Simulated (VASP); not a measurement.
Calculation: PBE GGA, VASP's PBE PAW potentials (set 64) (plane waves; VASP).

Input for VASP

**INCAR**
```
SYSTEM = ZnS
PREC = Accurate
ENCUT = 520
EDIFF = 1E-6
NELM = 100
ALGO = Normal
LREAL = .FALSE.
LASPH = .TRUE.
ISMEAR = 0
SIGMA = 0.05
GGA = PE
LMAXMIX = 4
LWAVE = .FALSE.
LCHARG = .FALSE.
ICHARG = 11
```

**POSCAR**
```
ZnS
1.0
  1.9247304936  -3.3337309623   0.0000000000
  1.9247304936   3.3337309623   0.0000000000
  0.0000000000   0.0000000000   6.3053713504
Zn S
2 2
Cartesian
  1.9247304936  -1.1112458766   3.1534261459
  1.9247304936   1.1112458766   0.0007404707
  1.9247304936  -1.1112458766   5.5164594609
  1.9247304936   1.1112458766   2.3637737857
```

File KPOINTS:
```
k-points along high-symmetry lines
10
Line-mode
Reciprocal
  0.000000   0.000000   0.000000 ! GAMMA
  0.000000   0.500000   0.000000 ! M

  0.000000   0.500000   0.000000 ! M
 -0.333333   0.666667   0.000000 ! K

 -0.333333   0.666667   0.000000 ! K
  0.000000   0.000000   0.000000 ! GAMMA

  0.000000   0.000000   0.000000 ! GAMMA
  0.000000   0.000000   0.500000 ! A

  0.000000   0.000000   0.500000 ! A
  0.000000   0.500000   0.500000 ! L

  0.000000   0.500000   0.500000 ! L
 -0.333333   0.666667   0.500000 ! H

 -0.333333   0.666667   0.500000 ! H
  0.000000   0.000000   0.500000 ! A

  0.000000   0.500000   0.500000 ! L
  0.000000   0.500000   0.000000 ! M

 -0.333333   0.666667   0.500000 ! H
 -0.333333   0.666667   0.000000 ! K
```

POTCAR, in this order: Zn S (PBE.64 set). Program: vasp_std. Read from the step before: CHGCAR.

Output of the run:

**OUTCAR**
```
 ion  position               nearest neighbor table
   1  0.667  0.333  0.500-   4 2.36   4 2.36   4 2.36   3 2.36
   2  0.333  0.667  0.000-   3 2.36   3 2.36   3 2.36   4 2.36
   3  0.667  0.333  0.875-   2 2.36   2 2.36   2 2.36   1 2.36
   4  0.333  0.667  0.375-   1 2.36   1 2.36   1 2.36   2 2.36
  LATTYP: Found a hexagonal cell.
 ALAT       =     3.8494609495
 C/A-ratio  =     1.6379881321
 Subroutine PRICEL returns:
 Original cell was already a primitive cell.
 Subroutine GETGRP returns: Found 12 space group operations
The static configuration has the point symmetry C_3v.
 The point group associated with its full space group is C_6v.
The dynamic configuration has the point symmetry C_3v.
 Subroutine INISYM returns: Found 12 space group operations
   k-points           NKPTS =     90   k-points in BZ     NKDIM =     90   number of bands    NBANDS=     22
   number of dos      NEDOS =    301   number of ions     NIONS =      4
   total plane-waves  NPLWV =  43200
   dimension x,y,z NGX =    30 NGY =   30 NGZ =   48
   dimension x,y,z NGXF=    60 NGYF=   60 NGZF=   96
   ions per type =               2   2
   PREC   = accura    normal or accurate (medium, high low for compatibility)
   ISTART =      0    job   : 0-new  1-cont  2-samecut
   ICHARG =     11    charge: 1-file 2-atom 10-const
   ISPIN  =      1    spin polarized calculation?
...
```

OSZICAR:
```
       N       E                     dE             d eps       ncg     rms          rms(c)
DAV:   1     0.233340070595E+03    0.23334E+03   -0.17692E+04  3960   0.197E+03
DAV:   2     0.883567369245E+01   -0.22450E+03   -0.21922E+03  4110   0.384E+02
DAV:   3    -0.123741590775E+02   -0.21210E+02   -0.20954E+02  4722   0.116E+02
DAV:   4    -0.128375686216E+02   -0.46341E+00   -0.46286E+00  4560   0.171E+01
DAV:   5    -0.128462030142E+02   -0.86344E-02   -0.86320E-02  4836   0.213E+00
DAV:   6    -0.128464407594E+02   -0.23775E-03   -0.23768E-03  4596   0.365E-01
DAV:   7    -0.128464505446E+02   -0.97852E-05   -0.97837E-05  4860   0.656E-02
DAV:   8    -0.128464509308E+02   -0.38612E-06   -0.38614E-06  3896   0.130E-02
   1 F= -.12846451E+02 E0= -.12846451E+02  d E =-.356273E-14
```

**OUTCAR**
```
 val. band max:        1.8938026289   @ k =   0.0000   0.0000   0.0000

 cond. band min:       3.9683351090   @ k =  -0.0000   0.0000   0.0000



 k-point     1 :       0.0000    0.0000    0.0000
  band No.  band energies     occupation
      1     -11.0970      2.00000
      2     -10.2098      2.00000
      3      -4.3528      2.00000
      4      -4.3420      2.00000
      5      -4.3420      2.00000
      6      -4.2643      2.00000
      7      -4.2643      2.00000
      8      -3.9266      2.00000
      9      -3.9266      2.00000
     10      -3.8544      2.00000
     11      -3.8544      2.00000
     12      -3.7017      2.00000
     13      -3.2531      2.00000
     14       1.0397      2.00000
     15       1.0397      2.00000
     16       1.8256      2.00000
     17       1.8938      2.00000
     18       1.8938      2.00000
     19       3.9683      0.00000
     20       4.9332      0.00000
     21       8.2184      0.00000
     22       8.2186      0.00000

 k-point     2 :       0.0000    0.0556    0.0000
  band No.  band energies     occupation
      1     -11.0769      2.00000
      2     -10.1984      2.00000
      3      -4.3507      2.00000
      4      -4.3410      2.00000
      5      -4.3379      2.00000
      6      -4.2622      2.00000
      7      -4.2586      2.00000
      8      -3.9291      2.00000
      9      -3.9269      2.00000
     10      -3.8670      2.00000
     11      -3.8534      2.00000
     12      -3.6920      2.00000
     13      -3.2236      2.00000
     14       0.8644      2.00000
     15       0.9907      2.00000
     16       1.6696      2.00000
     17       1.8018      2.00000
     18       1.8685      2.00000
     19       4.1776      0.00000
     20       5.1016      0.00000
     21       8.1028      0.00000
     22       8.2810      0.00000

 k-point     3 :       0.0000    0.1111    0.0000
  band No.  band energies     occupation
      1     -11.0178      2.00000
      2     -10.1659      2.00000
...
```

The density is held fixed in this step, so its total energy and stress have no physical meaning.

The compound is ZnS in the wurtzite structure, the high-temperature form. It was relaxed first.
